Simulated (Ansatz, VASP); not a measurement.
# BaZnTeSe: VASP beside Ansatz

Aim: how closely do two programs agree when they are given the same cell, functional and k mesh? The cell is invented: As first built, before any earlier steps moved the atoms (in the runner's words): it takes the ZnCdTeSe structure with some of its atoms replaced by other elements, volume scaled by an estimate. It may not be a known or stable phase. Of the first pair: The cell is a member of a volume series, scaled by 0.96 from a relaxed one, so a pressure remains. Valence electrons are named where the data sets of a main pair hold unlike numbers.

Main program and level: Ansatz 0.2.0; plane waves, with VASP 6.6.1 beside it; single point at PBEsol.

**1. The structure**

It takes space group P3m1 (No. 156, trigonal). The conventional cell has a = 4.329 Å, b = 4.329 Å, c = 8.302 Å, α = 90.00°, β = 90.00°, γ = 120.00°. Ba has 3 Te at 3.15 Å and 1 Se at 3.15 Å nearest. Te has 1 Zn at 2.58 Å and 3 Ba at 3.15 Å nearest. Nearest to Se lie 3 Zn at 2.58 Å and 1 Ba at 3.15 Å. Zn has 1 Te at 2.58 Å and 3 Se at 2.58 Å nearest. As first built, before any earlier steps moved the atoms (in the runner's words): sites of the ZnCdTeSe structure (space group 8) filled with other elements, volume scaled by an estimate. Farther neighbours and most contacts between anions are not listed.

**2. VASP: single point, PBEsol, volume scaled by 0.96**

A single point gives forces, pressure and levels at one fixed geometry, so differences don't come from the geometry; what else differs is listed under the comparison.

Lines of VASP's logs that name or quote its potential files are left out, and so is its time.

File INCAR:

```
SYSTEM = BaZnTeSe
PREC = Accurate
ENCUT = 400
EDIFF = 1E-06
NELM = 100
ISMEAR = 0
SIGMA = 0.05
LREAL = .FALSE.
ALGO = Normal
GGA = PS
NBANDS = 23
LORBIT = 11
LWAVE = .FALSE.
LCHARG = .FALSE.
KPAR = 2
ISIF = 2
```

File POSCAR:

```
BaZnTeSe
1.0
    4.3286493279      0.0000000000      0.0000000000
   -2.1643246640      3.7487202829      0.0000000000
    0.0000000000      0.0000000000      8.3023823864
Ba Te Se Zn
1 1 1 1
Direct
    0.3333333330      0.6666666670      0.5361659259
    0.6666666670      0.3333333330      0.3050272947
    0.3333333330      0.6666666670      0.9161285621
    0.6666666670      0.3333333330      0.9946772173
```

File KPOINTS:

```
Automatic mesh
0
Gamma
6 6 3
0 0 0
```

PAW data sets: Ba_sv, Te, Se and Zn (PBE family, release 64).

Command:

```console
mpirun -np 2 vasp_std
```

Numbers of over 12 decimals in the logs are rounded to 6 here.

Log:

```text
[banner, memory and clock lines left out]
running    2 mpi-ranks, on    1 nodes
 distrk:  each k-point on    1 cores,    2 groups
 distr:  one band on    1 cores,    1 groups

 POSCAR found type information on POSCAR BaTeSeZn
 POSCAR found :  4 types and       4 ions
|                                                                             |
|               ----> ADVICE to this user running VASP <----                  |
|                                                                             |
|     You enforced a specific xc type in the INCAR file but a different       |
|     [... a line on the potential file left out ...]
|     I HOPE YOU KNOW WHAT YOU ARE DOING!                                     |
|                                                                             |

 LDA part: xc-table for (Slater+PW92), standard interpolation
 POSCAR, INCAR and KPOINTS ok, starting setup
 FFT: planning ... GRIDC
 FFT: planning ... GRID_SOFT
 FFT: planning ... GRID
 WAVECAR not read
 entering main loop
       N       E                     dE             d eps       ncg     rms          rms(c)
DAV:   1     0.209734997331E+03    0.20973E+03   -0.12571E+04   782   0.113E+03
DAV:   2     0.486926901270E+01   -0.20487E+03   -0.19591E+03   903   0.262E+02
DAV:   3    -0.145096588557E+02   -0.19379E+02   -0.19262E+02  1142   0.876E+01
DAV:   4    -0.151282474936E+02   -0.61859E+00   -0.61781E+00  1177   0.131E+01
DAV:   5    -0.151378675722E+02   -0.96201E-02   -0.96195E-02  1037   0.137E+00    0.671E+00
DAV:   6    -0.141943163878E+02    0.94355E+00   -0.20432E+00  1137   0.327E+01    0.444E+00
DAV:   7    -0.140477068153E+02    0.14661E+00   -0.12023E+00   992   0.644E+00    0.200E+00
DAV:   8    -0.140417935961E+02    0.59132E-02   -0.10232E-01  1006   0.196E+00    0.943E-01
DAV:   9    -0.140424085299E+02   -0.61493E-03   -0.15107E-02   999   0.726E-01    0.506E-01
DAV:  10    -0.140429684633E+02   -0.55993E-03   -0.37888E-03   887   0.324E-01    0.154E-01
DAV:  11    -0.140432625140E+02   -0.29405E-03   -0.50630E-04   985   0.127E-01    0.623E-02
DAV:  12    -0.140434191278E+02   -0.15661E-03   -0.21885E-04   932   0.894E-02    0.248E-02
DAV:  13    -0.140434663605E+02   -0.47233E-04   -0.78100E-05   936   0.473E-02    0.115E-02
DAV:  14    -0.140434701556E+02   -0.37951E-05   -0.10422E-05   996   0.188E-02    0.690E-03
DAV:  15    -0.140434709221E+02   -0.76652E-06   -0.13610E-06   741   0.837E-03
   1 F= -.14043471E+02 E0= -.14042913E+02  d E =-.111499E-02
```

OUTCAR, selected parts (step 2):

```text
ion  position               nearest neighbor table
   1  0.333  0.667  0.536-   2 3.15   2 3.15   2 3.15   3 3.15
   2  0.667  0.333  0.305-   4 2.58   1 3.15   1 3.15   1 3.15
   3  0.333  0.667  0.916-   4 2.58   4 2.58   4 2.58   1 3.15
   4  0.667  0.333  0.995-   2 2.58   3 2.58   3 2.58   3 2.58

  LATTYP: Found a hexagonal cell.
 ALAT       =     4.3286493279
 C/A-ratio  =     1.9180076180

 Subroutine GETGRP returns: Found  6 space group operations
 (whereof  6 operations were pure point group operations)

The static configuration has the point symmetry C_3v.

 Found     17 irreducible k-points:

   k-points           NKPTS =     17   k-points in BZ     NKDIM =     17   number of bands    NBANDS=     23

   dimension x,y,z NGX =    28 NGY =   28 NGZ =   54
   dimension x,y,z NGXF=    56 NGYF=   56 NGZF=  108

   ENCUT  =  400.0 eV  29.40 Ry    5.42 a.u.   7.06  7.06 13.54*2*pi/ulx,y,z

   NELECT =      34.0000    total number of electrons

 k-points in reciprocal lattice and weights: Automatic mesh
   0.00000000  0.00000000  0.00000000       0.009
   0.16666667  0.00000000  0.00000000       0.056
   0.33333333  0.00000000  0.00000000       0.056
   0.50000000  0.00000000  0.00000000       0.028
   0.16666667  0.16666667  0.00000000       0.056
   0.33333333  0.16666667  0.00000000       0.111
   0.33333333  0.33333333  0.00000000       0.019
   0.00000000  0.00000000  0.33333333       0.019
   0.16666667  0.00000000  0.33333333       0.056
[...]
-0.16666667  0.50000000  0.33333333       0.111
   0.33333333  0.33333333  0.33333333       0.037

 average (electrostatic) potential at core
       1 -37.1387       2 -90.5340       3 -55.3933       4 -36.7323

 E-fermi :   2.0300

 k-point     1 :       0.0000    0.0000    0.0000
  band No.  band energies     occupation
    ...
     14       0.9526      2.00000
     15       1.0419      2.00000
     16       1.9039      1.99964
     17       1.9039      1.99964
     18       2.0195      1.23350
     19       5.0667      0.00000
     20       5.5510      0.00000
     21       5.5510      0.00000
     22       6.2654      0.00000
     23       7.0869      0.00000

 k-point     2 :       0.1667    0.0000    0.0000
  band No.  band energies     occupation
    ...
     13      -0.1624      2.00000
     14       0.6922      2.00000
     15       1.1044      2.00000
     16       1.2789      2.00000
     17       1.8827      1.99997
     18       3.2316      0.00000
     19       4.6786      0.00000
     20       5.2933      0.00000
     21       5.7062      0.00000
     22       6.6020      0.00000
    ...

 k-point     3 :       0.3333    0.0000    0.0000
  band No.  band energies     occupation
    ...
     13      -0.3584      2.00000
     14       0.2509      2.00000
     15       0.4708      2.00000
     16       1.0864      2.00000
     17       1.7642      2.00000
     18       3.6837      0.00000
     19       4.4445      0.00000
     20       4.8337      0.00000
     21       6.5661      0.00000
     22       6.6648      0.00000
    ...

  Total        1.0650263      1.0650263      1.7929622     -0.0000000      0.0000000     -0.0000000
  in kB       12.6658034     12.6658034     21.3227663     -0.0000000      0.0000000     -0.0000000
  external PRESSURE =      15.5514577 kB  Pullay stress =       0.0000000 kB

  energy-cutoff  :      400.00
  volume of cell :      134.72
      direct lattice vectors                 reciprocal lattice vectors
     4.328649328  0.000000000  0.000000000     0.231018945  0.133378850  0.000000000
    -2.164324664  3.748720283  0.000000000     0.000000000  0.266757700  0.000000000
     0.000000000  0.000000000  8.302382386     0.000000000  0.000000000  0.120447355

 POSITION                                       TOTAL-FORCE (eV/Angst)
 -----------------------------------------------------------------------------------
     -0.00000      2.49915      4.45145        -0.000000     -0.000000      0.181915
      2.16432      1.24957      2.53245        -0.000000     -0.000000     -0.107904
     -0.00000      2.49915      7.60605        -0.000000     -0.000000      0.016412
      2.16432      1.24957      8.25819         0.000000      0.000000     -0.090422
 -----------------------------------------------------------------------------------
    total drift:                                0.000007     -0.000004     -0.002411

  FREE ENERGIE OF THE ION-ELECTRON SYSTEM (eV)
  ---------------------------------------------------
  free  energy   TOTEN  =       -14.0434709221 eV

  energy  without entropy=      -14.0423559334  energy(sigma->0) =      -14.04291343

 total charge
# of ion       s       p       d       tot
------------------------------------------
    1        2.031   5.565   0.449   8.045
    2        1.353   2.142   0.015   3.510
    3        1.446   2.356   0.016   3.819
    4        0.521   0.365   9.772  10.659
--------------------------------------------------
tot          5.352  10.428  10.252  26.032

[... 3 further parts left out ...]
```

The k-mesh is coarse for a metal. Harder data sets than Ba_sv exist (the GW ones), and pressures, volumes and forces can shift noticeably with them. The PAW data sets were made with PBE, which is usual practice but a small mismatch for other functionals. The scan keeps the cell's shape and the fractional positions fixed.

**3. Ansatz: single point, PBEsol, volume scaled by 0.96**

Ansatz runs on its default PAW (the set named soft_2) files.

The same cell, functional, mesh and smearing now go to Ansatz, which takes its cutoff from its data sets.

File input.yaml:

```yaml
crystal:
  lattice:
    - [4.3286493279, 0.0, 0.0]
    - [-2.164324664, 3.7487202829, 0.0]
    - [0.0, 0.0, 8.3023823864]
  atoms:
    - { symbol: Ba, position: [0.333333333, 0.666666667, 0.5361659259] }
    - { symbol: Te, position: [0.666666667, 0.333333333, 0.3050272947] }
    - { symbol: Se, position: [0.333333333, 0.666666667, 0.9161285621] }
    - { symbol: Zn, position: [0.666666667, 0.333333333, 0.9946772173] }
hamiltonian:
  xc: pbesol
  pseudopotentials: { kind: paw }
kpoints:
  mp_grid: { grid: [6, 6, 3] }
scf:
  occupations: { method: gaussian, width: 0.05 }
  n_extra_bands: 5
output:
  forces: true
  stress: true
  eigenvalues: true
```

Command:

```console
ansatz run input.yaml --threads 2 --pin off --max-ram 4608MiB --backend cpu --events-out ev --progress --plain --runs-dir out
```

Log:

```text
scf.n_extra_bands = 5 over 27 filled bands (N_el = 54.0): the run solves 32 bands
Engine: ansatz 0.2.0, aarch64-unknown-linux-gnu
Pseudopotentials: kind: paw
Pseudopotential: Ba, paw, valence charge 10, recommended cutoff 420 eV (normal), Ba.paw.azcp
Pseudopotential: Te, paw, valence charge 16, recommended cutoff 420 eV (normal), Te.paw.azcp
Pseudopotential: Se, paw, valence charge 16, recommended cutoff 420 eV (normal), Se.paw.azcp
Pseudopotential: Zn, paw, valence charge 12, recommended cutoff 420 eV (normal), Zn.paw.azcp
Functional definition: PBEsol
  exchange = pbesol_x
  correlation = pbesol_c
Crystal: 4 atoms, lattice volume = 134.722 Å³
Basis set: ecut = 420 eV, 2649 PW (Γ), exchange–correlation on 60×60×120 points (8 copies of the dense FFT grid, shifted against one another)
Bands: 32, of which v1, the nominal top of the filled ones, is band 27 counted from 1 (26 counted from 0)
Symmetry: 6 space group operations
Space group: P3m1 (ITA 156), of the structure as read, at distance tolerance 5.1e-5 Å
k-points: 17 of 108 (time reversal used)
Non-local potential: Ba, projectors of the file, l = 0: 3, l = 1: 2, l = 2: 2, l = 3: 2
Non-local potential: Te, projectors of the file, l = 0: 2, l = 1: 2, l = 2: 2, l = 3: 2
Non-local potential: Se, projectors of the file, l = 0: 2, l = 1: 2, l = 2: 3, l = 3: 1
Non-local potential: Zn, projectors of the file, l = 0: 2, l = 1: 2, l = 2: 3, l = 3: 1
PAW form: soft (Blöchl's): semilocal exchange-correlation on the pseudo side does not see the compensation charge
PAW frozen core: Ba, regenerated for the run's functional, and the local potential with it (the file was generated under x = pbe(κ = 0.804, μ = 0.219515), c = pbe(β = 0.066725))
PAW frozen core: Te, regenerated for the run's functional, and the local potential with it (the file was generated under x = pbe(κ = 0.804, μ = 0.219515), c = pbe(β = 0.066725))
PAW frozen core: Se, regenerated for the run's functional, and the local potential with it (the file was generated under x = pbe(κ = 0.804, μ = 0.219515), c = pbe(β = 0.066725))
PAW frozen core: Zn, regenerated for the run's functional, and the local potential with it (the file was generated under x = pbe(κ = 0.804, μ = 0.219515), c = pbe(β = 0.066725))
PAW one-centre angular grid: Ba, 194 points (default); XC on 64 Gauss nodes
PAW one-centre angular grid: Te, 590 points (default); XC on 64 Gauss nodes
PAW one-centre angular grid: Se, 590 points (default); XC on 64 Gauss nodes
PAW one-centre angular grid: Zn, 590 points (default); XC on 64 Gauss nodes
Initial density: superposition of atomic densities (neutral atoms: chi_scale 0, normalization atom), corrected by the library's trained network
Initial wavefunctions: pseudopotential atomic-orbital guess
Functional: x = pbesol(κ = 0.804, μ = 0.123457), c = pbesol(β = 0.046)
SCF iter   1: F=—  HF=-21472.282091 eV  |F-HF|=—  |Δ(HF+E_count)|=         —  Δρ=3.01e-3  dr2=2.24e-2  ethr=1.77e-3  ⟨swp⟩=9.1  Hψ=2808  notcnv=0
preconditioner: auto → Resta (q_TF=auto, 2.343 Å⁻¹)  ε∞=4.5  [insulator: Δε(μ)=0.142 eV  Ē_g=9.645 eV  σ=0.050 eV  W_gap=0.93  n_scr=36 (ndim 8)  ℏωp=18.1 eV  f_vac=0.111  D(μ)=0.16/eV (n_scr^D=0)  ε∞_Penn≈4.5]
SCF iter   2: F=—  HF=-21472.276995 eV  |F-HF|=—  |Δ(HF+E_count)|=   5.10e-3  Δρ=1.31e-3  dr2=5.11e-3  ethr=4.14e-5  ⟨swp⟩=2.0  Hψ=1011  notcnv=0  defer=16
preconditioner: auto → LDOS  [insulator: Δε(μ)=0.090 eV  Ē_g=9.680 eV  σ=0.050 eV  W_gap=0.70  n_scr=36 (ndim 8)  ℏωp=18.1 eV  f_vac=0.109  D(μ)=0.52/eV (n_scr^D=2)  ε∞_Penn≈4.5  β→1.0]
SCF iter   3: F=—  HF=-21472.278051 eV  |F-HF|=—  |Δ(HF+E_count)|=   1.06e-3  Δρ=1.71e-3  dr2=2.52e-3  ethr=9.46e-6  ⟨swp⟩=2.9  Hψ=1026  notcnv=0  defer=16
SCF iter   4: F=—  HF=-21472.276797 eV  |F-HF|=—  |Δ(HF+E_count)|=   1.25e-3  Δρ=4.12e-4  dr2=2.80e-4  ethr=4.66e-6  ⟨swp⟩=2.0  Hψ=691  notcnv=0  defer=16
SCF iter   5: F=—  HF=-21472.276752 eV  |F-HF|=—  |Δ(HF+E_count)|=   4.56e-5  Δρ=1.20e-4  dr2=6.95e-5  ethr=5.18e-7  ⟨swp⟩=2.0  Hψ=859  notcnv=0  defer=16
SCF iter   6: F=—  HF=-21472.276756 eV  |F-HF|=—  |Δ(HF+E_count)|=   4.12e-6  Δρ=4.36e-5  dr2=4.53e-6  ethr=1.29e-7  ⟨swp⟩=2.1  Hψ=647  notcnv=0  defer=16
SCF iter   7: F=—  HF=-21472.276756 eV  |F-HF|=—  |Δ(HF+E_count)|=   6.17e-7  Δρ=1.44e-5  dr2=5.54e-7  ethr=8.39e-9  ⟨swp⟩=2.1  Hψ=951  notcnv=0  defer=16
SCF iter   8: F=-21472.276756 eV  HF=-21472.276756 eV  |F-HF|=1.73e-8  |Δ(HF+E_count)|=   1.22e-8  Δρ=3.54e-6  dr2=2.10e-8  ethr=1.85e-10  ⟨swp⟩=10.8  Hψ=3235  notcnv=0
SCF 1 converged in 8 iterations: F = -21472.276756 eV  dr2 = 2.10e-8
  greatest PAW one-centre occupation: 1.000 electrons in one spin orbital (limit 2), on the Se atom at site 2 (counted from 0), in its partial waves of l = 2
SCF converged after 8 iterations
Free energy (F): -21472.276756 eV
Harris-Foulkes:  -21472.276756 eV  (|F-HF|=1.73e-8)
Internal energy: -21472.275726 eV  (E = F + TS)
E sigma→0 (E₀):  -21472.276241 eV
Entropy (-TS):   -0.001030 eV (-0.258 meV/atom)
Fermi energy:    6.418371 eV
--- Per-component energies (eV) ---
  E_band       = -734.555545
  E_kinetic    = 601.933247
  E_local      = -7143.199667  (includes V_loc(G=0)·N_el)
  E_nonlocal   = -224.778322
  E_hartree    = 3510.738392
  E_xc         = -529.625094
  E_vxc        = -390.954192  (∫ρ·V_xc dr)
  E_paw        = -13386.065471  (= ΣΔE_a)
  E_vpaw       = -599.032280  (= ΣTr[D̂ρ^β])
  E_aug_tail   = -0.001160  (compensation charges beyond the density's cutoff)
  E_ewald      = -4303.609705
  E_core_change = 2.332054  (= ΣΔE_core)
  E_smearing   = -0.001030  (= −TS)
  E_closure    = -0.000000  (closes the sum)
  Σ components = -21472.276756   (vs F -21472.276756, Δ=0.00e0)
--- Forces (eV/Å), atoms counted from 1 ---
  atom   1  Ba     0.00000000     0.00000000     0.11337971
  atom   2  Te    -0.00000000    -0.00000000    -0.00673344
  atom   3  Se    -0.00000000    -0.00000000    -0.03735798
  atom   4  Zn     0.00000000     0.00000000    -0.06905113
  max |Σ_I F_I| component: 2.37e-4 eV/Å
--- Stress (GPa, compression-positive) ---
        0.994806      -0.000000       0.000000
       -0.000000       0.994806      -0.000000
        0.000000       0.000000       1.644453
  P = ⅓ Tr σ = 1.2114 GPa (12.114 kbar)
--- Band table (eV; the first three rows and the last of 17) ---
  k-point 0: bands = [... 23 lower, 5.3407, 5.4450, 6.2954, 6.2954, 6.4152, 9.3904, 9.9744, 9.9744, ... 1 higher]
  k-point 1: bands = [... 23 lower, 5.3028, 5.3028, 6.3600, 6.3600, 6.9789, 8.5762, 9.9584, 9.9584, ... 1 higher]
  k-point 2: bands = [... 23 lower, 5.0811, 5.5036, 5.6811, 6.2730, 7.6220, 9.0698, 9.6852, 10.1172, ... 1 higher]
  k-point 16: bands = [... 23 lower, 4.3945, 4.8929, 5.0356, 6.1280, 8.5800, 8.7237, 10.2077, 10.8140, ... 1 higher]
```

Run time: 5.3 s. Hardware: 2 threads of Arm Neoverse V1, shared host; peak memory 0.42 GiB; 10 s of CPU time.

In the SCF lines HF is the Harris–Foulkes energy and dr2 the Hartree energy of the density residual, in eV; the loop may stop once dr2 is under the threshold and the program's other checks hold. Hψ counts applications of the Hamiltonian.

The run ends at a pressure of 1.21 GPa, with forces up to 0.11 eV/Å.

**4. Differences**

Known differences besides the potentials themselves: the data sets hold 54 valence electrons in Ansatz (on its default PAW (the set named soft_2) files) and 34 in VASP; the cutoff is 420 eV in Ansatz and 400 eV in VASP; Ansatz makes its cores anew for this functional, VASP keeps those of its PBE data sets; VASP leaves aspherical gradient terms in its spheres out (LASPH is not set), Ansatz keeps them. Total energies have different zeros and are not compared.

The two programs side by side:

| quantity | Ansatz | VASP | difference |
| --- | --- | --- | --- |
| pressure (GPa) | 1.21 | 1.56 | -0.34 |

Forces (eV/Å; atoms numbered as in POSCAR):

| atom | Ansatz x, y, z | VASP x, y, z |
| --- | --- | --- |
| Ba1 | 0.000, 0.000, 0.113 | 0.000, 0.000, 0.182 |
| Te2 | 0.000, 0.000, -0.007 | 0.000, 0.000, -0.108 |
| Se3 | 0.000, 0.000, -0.037 | 0.000, 0.000, 0.016 |
| Zn4 | 0.000, 0.000, -0.069 | 0.000, 0.000, -0.090 |

The forces differ by 39 meV/Å r.m.s., which is 58.6 % of the r.m.s. force of 0.067 eV/Å (both taken over all components).

**5. What the set-up changes**

Further runs change the set-up of one program: Ansatz's method, potentials or start, or VASP's data sets, cutoff or form of LDA. The table gives Ansatz less VASP for each quantity, since a change that brings one quantity closer may part another.

| run | r.m.s. force difference (meV/Å) | pressure (GPa) |
| --- | --- | --- |
| as above | 39 | -0.34 |
| cores kept as stored | 38 | -0.33 |
| Ansatz's larger PAW set (cutoff 800 eV) | 39 | -0.34 |
| norm-conserving potentials (cutoff 1170 eV) | 42 | -0.38 |

[end of part 1 of 2]

[Lines on the potential files, build, host, timing and source positions are cut from VASP's logs without a mark.]

[Logs are printed without paths, hosts, clocks, repeated set-up lines and the standing remarks that a program may print on its own settings, such as how far it seeks lower states.]

[Hosts, paths, dates, database ids (printed as entryN), source tags and the programs' standing remarks are cut or masked in the printed files.]
